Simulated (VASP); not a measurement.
Computed with PBE GGA with D3 dispersion (Becke-Johnson damping), VASP's PBE PAW potentials (set 64) (plane waves; VASP).

VASP ran on this input.

### KPOINTS
```
Automatic mesh
0
Gamma
9 9 9
0 0 0
```

### POSCAR
```
ZnS
1
    0.0000000000     2.6625928238     2.6625928238
    2.6625928238     0.0000000000     2.6625928238
    2.6625928238     2.6625928238     0.0000000000
Zn S
1 1
Direct
  0.0000000000   0.0000000000   0.0000000000
  0.2500000000   0.2500000000   0.2500000000
```

### INCAR
```
! general
SYSTEM =ZnS
PREC   =Accurate
ENCUT  =520   ! plane-wave cut-off (eV)
LREAL  =F   ! projection in real space or not
LASPH  =T

! electronic loop
EDIFF  =1E-7   ! SCF stop (eV)
NELM   =100   ! most electronic steps
ALGO   =Normal   ! blocked Davidson
LMAXMIX=4   ! l cut-off of mixed one-centre charges

! smearing
ISMEAR =0   ! Gaussian
SIGMA  =0.05   ! width (eV)

! functional
GGA    =PE   ! PBE
IVDW   =12   ! D3, Becke-Johnson

! ions
ISIF   =2   ! forces and stress, cell fixed

! output
LWAVE  =F
LCHARG =F
```

POTCAR, in this order: Zn S (PBE.64 set). Program: vasp_std.

The resulting files:

### OSZICAR
```
       N       E                     dE             d eps       ncg     rms          rms(c)
DAV:   1     0.916220201634E+02    0.91622E+02   -0.94488E+03   910   0.172E+03
DAV:   2    -0.119123425637E+01   -0.92813E+02   -0.88288E+02  1005   0.288E+02
DAV:   3    -0.716408421670E+01   -0.59728E+01   -0.59481E+01  1105   0.743E+01
DAV:   4    -0.723863748383E+01   -0.74553E-01   -0.74524E-01  1055   0.889E+00
DAV:   5    -0.723975889369E+01   -0.11214E-02   -0.11214E-02  1120   0.107E+00    0.772E+00
DAV:   6    -0.682624888973E+01    0.41351E+00   -0.96893E-01  1311   0.379E+01    0.590E+00
DAV:   7    -0.680942634003E+01    0.16823E-01   -0.37586E-01   945   0.610E+00    0.291E+00
DAV:   8    -0.680884491599E+01    0.58142E-03   -0.57939E-03  1040   0.833E-01    0.864E-01
DAV:   9    -0.680905952547E+01   -0.21461E-03   -0.13164E-03  1030   0.341E-01    0.117E-01
DAV:  10    -0.680919234246E+01   -0.13282E-03   -0.12716E-04  1038   0.109E-01    0.489E-02
DAV:  11    -0.680921348845E+01   -0.21146E-04   -0.25421E-05  1020   0.430E-02    0.648E-03
DAV:  12    -0.680921395330E+01   -0.46485E-06   -0.20967E-06  1090   0.115E-02    0.334E-03
DAV:  13    -0.680921402376E+01   -0.70462E-07   -0.44404E-07   960   0.680E-03
   1 F= -.74561618E+01 E0= -.74561618E+01  d E =-.888358E-18
```

### OUTCAR
```
------------------------ aborting loop because EDIFF is reached ----------------------------------------
 Edisp (eV)   -0.64695
  FORCE on cell =-STRESS in cart. coord.  units (eV):
  Direction    XX          YY          ZZ          XY          YZ          ZX
  --------------------------------------------------------------------------------------
  Total       0.59046     0.59046     0.59046     0.00000     0.00000     0.00000
  in kB      25.05845    25.05845    25.05845     0.00000     0.00000     0.00000
  external pressure =       25.06 kB  Pullay stress =        0.00 kB
  volume of cell :       37.75
      direct lattice vectors                 reciprocal lattice vectors
     0.000000000  2.662592824  2.662592824    -0.187786880  0.187786880  0.187786880
     2.662592824  0.000000000  2.662592824     0.187786880 -0.187786880  0.187786880
     2.662592824  2.662592824  0.000000000     0.187786880  0.187786880 -0.187786880
  FREE ENERGIE OF THE ION-ELECTRON SYSTEM (eV)
  ---------------------------------------------------
  free  energy   TOTEN  =        -7.4561618267 eV

  energy  without entropy=       -7.4561618267  energy(sigma->0) =       -7.45616183
```
(Selected blocks of OUTCAR.)

The compound is ZnS in the zinc blende structure. This cell is one point of a volume scan, at 0.97 of the reference volume.
